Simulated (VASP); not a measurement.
Input for VASP

### KPOINTS
```
Automatic mesh
0
Gamma
9 5 5
0 0 0
```

POSCAR:
```
MgSn3
1.0
  3.2373811587   0.0000000000   0.0000000000
  0.0000000000   5.5162149031   0.0000000000
  0.0000000000   0.0000000000   5.5933549758
Mg Sn
1 3
Cart
  0.0000000000   2.7581074515   3.7144128073
  0.0000000000   0.0000000000   5.5581851231
  1.6186905793   0.0000000000   2.8299956873
  1.6186905793   2.7581074515   0.9485493474
```

### INCAR
```
EDIFFG = -0.02
SYSTEM = MgSn3
LREAL = .FALSE.   ! projection in real space or not
LWAVE = .FALSE.
ENCUT = 400   ! plane-wave cut-off (eV)
NSW = 60
EDIFF = 1E-6
IBRION = 2   ! conjugate gradients
ALGO = Normal   ! blocked Davidson
ISMEAR = 1   ! Methfessel-Paxton
ISIF = 3   ! ions, shape and volume
LMAXMIX = 4   ! l cut-off of mixed one-centre charges
GGA = PS
SIGMA = 0.1   ! width (eV)
PREC = Accurate
NELM = 100
LASPH = .TRUE.
LCHARG = .FALSE.
```

POTCAR, in this order: Mg Sn_d (PBE.64 set). Program: vasp_std.

Problem. Write an equivalent input for Quantum ESPRESSO's pw.x.

Solution. One equivalent input (not run):
```
&CONTROL
  calculation = 'vc-relax'
  pseudo_dir = './pseudo'
  outdir = './out'
  tprnfor = .true.
  tstress = .true.
  nstep = 60
  forc_conv_thr = 0.00078
/
&SYSTEM
  ibrav = 0
  nat = 4
  ntyp = 2
  ecutwfc = 84
  occupations = 'smearing'
  smearing = 'methfessel-paxton'
  degauss = 0.00735
  input_dft = 'pbesol'
/
&ELECTRONS
  conv_thr = 7.3e-08
  electron_maxstep = 100
/
&IONS
/
&CELL
/
ATOMIC_SPECIES
  Mg 24.305 Mg.upf
  Sn 118.710 Sn.upf
CELL_PARAMETERS angstrom
     3.2373812    0.0000000    0.0000000
     0.0000000    5.5162149    0.0000000
     0.0000000    0.0000000    5.5933550
ATOMIC_POSITIONS crystal
  Mg   0.0000000  0.5000000  0.6640760
  Sn   0.0000000  0.0000000  0.9937122
  Sn   0.5000000  0.0000000  0.5059567
  Sn   0.5000000  0.5000000  0.1695850
K_POINTS automatic
  9 5 5 0 0 0
```
Limits of the translation: the potentials are each code's own (VASP's PAW set, PseudoDojo norm-conserving files in pw.x), so ENCUT and ecutwfc are chosen apart and not converted; conv_thr bounds pw.x's estimated SCF error, while EDIFF bounds the energy change between steps; forc_conv_thr acts on force components and is met together with etot_conv_thr.

The structure comes from a computed database's MgSn3 entry (Pmm2); how it stands against other phases isn't given here. This run relaxes it. Symmetry was kept, so distortions that lower it aren't found. The start is the result of an earlier pass.
